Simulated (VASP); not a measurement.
# Er (hcp): computed properties

The numbers are results of PBE GGA, VASP's PBE PAW potentials (set 64) (plane waves; VASP), not measurements.

```yaml
space_group: P6_3/mmc (194)
cell: a = b = 3.583 Å, c = 5.535 Å, α = β = 90.00°, γ = 120.00°
volume_per_atom: 30.77 Å³/atom
band gap (over mesh and band path): none (metal, semimetal or under 0.01 eV)
hill_bulk_modulus: 44.5 GPa
hill_shear_modulus: 32.8 GPa
Poisson's ratio: 0.204
band_gap_with_spin_orbit_coupling: none (metallic)
density: 9.03 g/cm³
optical Γ-point spectrum: 69 (×2), 121 cm⁻¹
C11: 90.0 GPa
C12: 26.7 GPa
C13: 20.6 GPa
C33: 84.9 GPa
C44: 33.3 GPa
C66: 31.7 GPa
```

```yaml
crystal:
  lattice:
    - [1.79147, -3.10292, 0.00000]
    - [1.79147, 3.10292, 0.00000]
    - [0.00000, 0.00000, 5.53475]
  atoms:
    - { symbol: Er, position: [0.33333, 0.66667, 0.25000] }
    - { symbol: Er, position: [0.66667, 0.33333, 0.75000] }
```

Measured: a 3.559 Å at 293 K (computed value off by +0.7 %), c 5.585 Å at 293 K (computed value off by -0.9 %), as given by Wikipedia, Erbium (infobox). The calculation is for a static lattice, while the measured a, c hold thermal and zero-point effects, which are part of the difference. The 4f electrons are frozen in the core of the lanthanide potential, so 4f levels, which can set the real gap, and their magnetism are missing. Finite-difference elastic constants of metals are sensitive to mesh and smearing; shear constants can be off by tens of GPa.

The compound is Er in the hcp structure. It was relaxed first. Symmetry was kept, so distortions that lower it aren't found.
